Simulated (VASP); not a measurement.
Output of a VASP run:

File OUTCAR:
```
 ion  position               nearest neighbor table
   1  0.333  0.667  0.882-   6 2.66   6 2.66   6 2.66   4 3.56
   2  0.667  0.333  0.382-   5 2.66   5 2.66   5 2.66   3 3.56
   3  0.667  0.333  0.118-   5 2.66   5 2.66   5 2.66   2 3.56
   4  0.333  0.667  0.618-   6 2.66   6 2.66   6 2.66   1 3.56
   5  0.333  0.667  0.250-   2 2.66   3 2.66   2 2.66   3 2.66   2 2.66   3 2.66
   6  0.667  0.333  0.750-   1 2.66   4 2.66   1 2.66   4 2.66   1 2.66   4 2.66
  LATTYP: Found a hexagonal cell.
 ALAT       =     3.4299120508
 C/A-ratio  =     3.9315231969
 Subroutine PRICEL returns:
 Original cell was already a primitive cell.
 Subroutine GETGRP returns: Found 24 space group operations
The static configuration has the point symmetry D_3d.
 The point group associated with its full space group is D_6h.
The dynamic configuration has the point symmetry D_3d.
 Subroutine INISYM returns: Found 24 space group operations
 Subroutine IBZKPT returns following result:
 Found     16 irreducible k-points:

 Following reciprocal coordinates:
            Coordinates               Weight
  0.000000  0.000000  0.000000      1.000000
  0.142857  0.000000  0.000000      6.000000
  0.285714 -0.000000  0.000000      6.000000
  0.428571 -0.000000  0.000000      6.000000
  0.142857  0.142857  0.000000      6.000000
  0.285714  0.142857  0.000000     12.000000
  0.428571  0.142857  0.000000      6.000000
  0.285714  0.285714  0.000000      6.000000
  0.000000  0.000000  0.500000      1.000000
  0.142857  0.000000  0.500000      6.000000
  0.285714 -0.000000  0.500000      6.000000
  0.428571 -0.000000  0.500000      6.000000
  0.142857  0.142857  0.500000      6.000000
  0.285714  0.142857  0.500000     12.000000
  0.428571  0.142857  0.500000      6.000000
  0.285714  0.285714  0.500000      6.000000
   k-points           NKPTS =     16   k-points in BZ     NKDIM =     16   number of bands    NBANDS=     31
   number of dos      NEDOS =    301   number of ions     NIONS =      6
   total plane-waves  NPLWV =  78400
   dimension x,y,z NGX =    28 NGY =   28 NGZ =  100
   dimension x,y,z NGXF=    56 NGYF=   56 NGZF=  200
   ions per type =               4   2
   PREC   = accura    normal or accurate (medium, high low for compatibility)
   ISTART =      0    job   : 0-new  1-cont  2-samecut
   ICHARG =      2    charge: 1-file 2-atom 10-const
   ISPIN  =      1    spin polarized calculation?
   LNONCOLLINEAR =      F non collinear calculations
   LSORBIT =      F    spin-orbit coupling
   INIWAV =      1    electr: 0-lowe 1-rand  2-diag
   ENCUT  =  520.0 eV  38.22 Ry    6.18 a.u.   6.38  6.38 25.07*2*pi/ulx,y,z
   NELM   =    100;   NELMIN=  2; NELMDL= -5     # of ELM steps
   EDIFF  = 0.1E-06   stopping-criterion for ELM
   LREAL  =      F    real-space projection
   NLSPLINE    = F    spline interpolate recip. space projectors
   LMAXMIX     =    4 max onsite mixed and CHGCAR
   VOSKOWN=      0    Vosko Wilk Nusair interpolation
   EDIFFG = -.1E-01   stopping-criterion for IOM
   NSW    =     30    number of steps for IOM
   NBLOCK =      1;   KBLOCK =     30    inner block; outer block
   IBRION =      2    ionic relax: 0-MD 1-quasi-New 2-CG
   NFREE  =      1    steps in history (QN), initial steepest desc. (CG)
   ISIF   =      4    stress and relaxation
   ISYM   =      2    0-nonsym 1-usesym 2-fastsym
   TEIN   =    0.0    initial temperature
   TEBEG  =    0.0;   TEEND  =   0.0 temperature during run
   SMASS  =  -3.00    Nose mass-parameter (am)
   PSTRESS=    0.0 pullay stress
   NELECT =      52.0000    total number of electrons
   EFERMI =   0.00;   METHOD = LEGACY
   ISMEAR =     0;   SIGMA  =   0.05  broadening in eV -4-tet -1-fermi 0-gaus
   IALGO  =     38    algorithm
   LDIAG  =      T    sub-space diagonalisation (order eigenvalues)
   IMIX   =      4    mixing-type and parameters
     AMIX     =   0.40;   BMIX     =  1.00
     AMIX_MAG =   1.60;   BMIX_MAG =  1.00
     AMIN     =   0.10
   GGA     = PE    functional components
   VOSKOWN =     0    Vosko Wilk Nusair interpolation
...
```

**OSZICAR**
```
...
DAV:  11    -0.356476561915E+02    0.51731E-07   -0.30146E-08   566   0.819E-04
   4 F= -.39278105E+02 E0= -.39278105E+02  d E =-.197532E-01
       N       E                     dE             d eps       ncg     rms          rms(c)
DAV:   1    -0.356846037528E+02   -0.36948E-01   -0.18692E+00   992   0.874E+00    0.160E+00
DAV:   2    -0.356612383531E+02    0.23365E-01   -0.13904E-01  1145   0.179E+00    0.888E-01
DAV:   3    -0.356558652030E+02    0.53732E-02   -0.17716E-02  1225   0.692E-01    0.294E-01
DAV:   4    -0.356538903229E+02    0.19749E-02   -0.10112E-02  1187   0.473E-01    0.341E-01
DAV:   5    -0.356536026494E+02    0.28767E-03   -0.19183E-03  1269   0.181E-01    0.319E-02
DAV:   6    -0.356536026975E+02   -0.48172E-07   -0.14356E-04  1247   0.564E-02    0.350E-02
DAV:   7    -0.356536025895E+02    0.10801E-06   -0.68440E-06  1196   0.124E-02    0.121E-02
DAV:   8    -0.356536015961E+02    0.99341E-06   -0.61853E-06  1274   0.133E-02    0.421E-03
DAV:   9    -0.356536015106E+02    0.85540E-07   -0.23660E-07   823   0.276E-03
   5 F= -.39284452E+02 E0= -.39284452E+02  d E =-.260999E-01
       N       E                     dE             d eps       ncg     rms          rms(c)
DAV:   1    -0.356550243653E+02   -0.14228E-02   -0.77879E-02   992   0.179E+00    0.330E-01
DAV:   2    -0.356540564439E+02    0.96792E-03   -0.58956E-03  1153   0.367E-01    0.186E-01
DAV:   3    -0.356538282278E+02    0.22822E-03   -0.76834E-04  1217   0.143E-01    0.612E-02
DAV:   4    -0.356537442832E+02    0.83945E-04   -0.42218E-04  1180   0.968E-02    0.714E-02
DAV:   5    -0.356537308103E+02    0.13473E-04   -0.79535E-05  1246   0.371E-02    0.690E-03
DAV:   6    -0.356537305096E+02    0.30078E-06   -0.58280E-06  1216   0.114E-02    0.742E-03
DAV:   7    -0.356537303893E+02    0.12027E-06   -0.26936E-07   913   0.246E-03    0.308E-03
DAV:   8    -0.356537302933E+02    0.96024E-07   -0.23555E-07   756   0.285E-03
   6 F= -.39284666E+02 E0= -.39284666E+02  d E =-.263142E-01
       N       E                     dE             d eps       ncg     rms          rms(c)
DAV:   1    -0.356538072735E+02   -0.76884E-04   -0.44904E-03   992   0.429E-01    0.810E-02
DAV:   2    -0.356537510407E+02    0.56233E-04   -0.33884E-04  1152   0.880E-02    0.440E-02
DAV:   3    -0.356537379766E+02    0.13064E-04   -0.44562E-05  1218   0.345E-02    0.145E-02
DAV:   4    -0.356537335062E+02    0.44705E-05   -0.24516E-05  1196   0.232E-02    0.170E-02
DAV:   5    -0.356537330838E+02    0.42239E-06   -0.49066E-06  1105   0.922E-03    0.166E-03
DAV:   6    -0.356537332086E+02   -0.12479E-06   -0.38675E-07   949   0.328E-03    0.164E-03
DAV:   7    -0.356537332448E+02   -0.36261E-07   -0.24729E-08   566   0.937E-04
   7 F= -.39284648E+02 E0= -.39284648E+02  d E =-.262965E-01
       N       E                     dE             d eps       ncg     rms          rms(c)
DAV:   1    -0.356538176353E+02   -0.84427E-04   -0.86802E-04  1035   0.158E-01    0.257E-02
DAV:   2    -0.356538146371E+02    0.29982E-05   -0.43873E-05  1162   0.294E-02    0.130E-02
DAV:   3    -0.356538130925E+02    0.15446E-05   -0.10967E-05  1225   0.163E-02    0.118E-02
DAV:   4    -0.356538123276E+02    0.76485E-06   -0.23541E-06  1207   0.665E-03    0.569E-03
DAV:   5    -0.356538119823E+02    0.34534E-06   -0.55086E-07  1037   0.357E-03    0.210E-03
DAV:   6    -0.356538119509E+02    0.31448E-07   -0.62795E-08   552   0.131E-03
   8 F= -.39284674E+02 E0= -.39284674E+02  d E =-.259566E-04
```

File OUTCAR:
```
------------------------ aborting loop because EDIFF is reached ----------------------------------------
  Edisp (eV):   -3.63086
  FORCE on cell =-STRESS in cart. coord.  units (eV):
  Direction    XX          YY          ZZ          XY          YZ          ZX
  --------------------------------------------------------------------------------------
  Total       2.90083     2.90083     2.85840     0.00000     0.00000     0.00000
  in kB      33.82929    33.82927    33.33445     0.00000     0.00000     0.00000
  external pressure =       33.66 kB  Pullay stress =        0.00 kB
  volume of cell :      137.39
      direct lattice vectors                 reciprocal lattice vectors
     1.724544763 -2.986998608 -0.000000000     0.289931587 -0.167392110 -0.000000000
     1.724544763  2.986998608  0.000000000     0.289931587  0.167392110 -0.000000000
     0.000000000  0.000000000 13.335244061    -0.000000000 -0.000000000  0.074989254
 POSITION                                       TOTAL-FORCE (eV/Angst)
 -----------------------------------------------------------------------------------
      1.72454      0.99567     11.82481        -0.000000     -0.000000      0.000997
      1.72454     -0.99567      5.15719         0.000000     -0.000000      0.000997
      1.72454     -0.99567      1.51043        -0.000000     -0.000000     -0.000997
      1.72454      0.99567      8.17805        -0.000000     -0.000000     -0.000997
      1.72454      0.99567      3.33381        -0.000000     -0.000000      0.000000
      1.72454     -0.99567     10.00143         0.000000      0.000000      0.000000
 -----------------------------------------------------------------------------------
    total drift:                               -0.000000      0.001578     -0.000024
  FREE ENERGIE OF THE ION-ELECTRON SYSTEM (eV)
  ---------------------------------------------------
  free  energy   TOTEN  =       -39.2846742112 eV

  energy  without entropy=      -39.2846742112  energy(sigma->0) =      -39.28467421

 reached required accuracy - stopping structural energy minimisation
```
(Selected blocks of OUTCAR.)

### POSCAR
```
MoTe2
1
    1.7149562013    -2.9703908672     0.0000000000
    1.7149562013     2.9703908672     0.0000000000
    0.0000000000     0.0000000000    13.4847787911
Te Mo
4 2
Direct
  0.3333330000   0.6666670000   0.8819169661
  0.6666670000   0.3333330000   0.3819169661
  0.6666670000   0.3333330000   0.1180830339
  0.3333330000   0.6666670000   0.6180830339
  0.3333330000   0.6666670000   0.2500000000
  0.6666670000   0.3333330000   0.7500000000
```

Write an INCAR and KPOINTS that could have produced this output.

This is not unique; one that fits is the input of the run itself, PBE GGA with D4 dispersion, plane waves, VASP's PBE PAW potentials (set 64).

INCAR:
```
! general
SYSTEM  = MoTe2
PREC    = Accurate
ENCUT   = 520   ! plane-wave cut-off (eV)
LREAL   = F   ! projection in real space or not
LASPH   = T   ! aspherical one-centre terms

! electronic loop
EDIFF   = 1E-7
NELM    = 100
ALGO    = Normal
LMAXMIX = 4

! smearing
ISMEAR  = 0
SIGMA   = 0.05

! functional
GGA     = PE   ! PBE
IVDW    = 13   ! D4

! ions
IBRION  = 2   ! conjugate gradients
NSW     = 30   ! most ionic steps
ISIF    = 4
EDIFFG  = -0.01   ! ionic stop

! output
LWAVE   = F
LCHARG  = F
```

KPOINTS:
```
K-points
0
gamma
7 7 2
```

POTCAR, in this order: Te Mo_sv (PBE.64 set). Program: vasp_std.

The compound is MoTe2 in the 2H layered structure. This cell is one point of a volume scan, at 0.94 of the reference volume. Symmetry was kept, so distortions that lower it aren't found.
